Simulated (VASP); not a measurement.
Input:

```
CELL_PARAMETERS angstrom
      5.91989     0.00000     0.00000
      0.00000     5.91989     0.00000
      0.00000     0.00000     5.91989
ATOMIC_POSITIONS crystal
  Cs 0.00000 0.00000 0.00000
  Pb 0.50000 0.50000 0.50000
  Br 0.50000 0.00000 0.50000
  Br 0.00000 0.50000 0.50000
  Br 0.50000 0.50000 0.00000
```

Method: rev-vdW-DF2, VASP's PBE PAW potentials (set 64) (plane waves; VASP 6.6.1). Settings: 520 eV cut-off, Gaussian smearing of 0.050 eV, potentials Cs_sv Pb_d Br.

Unless said otherwise, spin-orbit coupling is left out, though it shifts the bands of the heavy elements here.

### Question
Give the energies of bands 13 to 25 at the high-symmetry points, in eV from the valence-band maximum.

### Answer

| band | Γ | X | M | R |
|---|---|---|---|---|
| 13 | -6.97 | -7.65 | -8.06 | -8.12 |
| 14 | -4.07 | -3.97 | -3.83 | -2.65 |
| 15 | -4.07 | -3.97 | -2.85 | -2.65 |
| 16 | -4.07 | -2.60 | -2.25 | -2.65 |
| 17 | -1.95 | -2.09 | -2.25 | -2.07 |
| 18 | -1.95 | -2.09 | -2.17 | -2.07 |
| 19 | -1.95 | -2.08 | -2.17 | -1.48 |
| 20 | -1.84 | -1.94 | -2.07 | -1.48 |
| 21 | -1.84 | -1.94 | -1.49 | -1.48 |
| 22 | -1.84 | -1.32 | -0.65 | 0.00 |
| 23 | 2.93 | 2.63 | 2.17 | 1.63 |
| 24 | 4.09 | 4.38 | 2.17 | 1.63 |
| 25 | 4.09 | 4.99 | 4.89 | 1.63 |

The gap is direct, 1.63 eV, from the valence maximum at R to the conduction minimum at R.

The compound is CsPbBr3 in the cubic perovskite structure, the ideal cubic form; the compound distorts at low or room temperature. It was relaxed first.
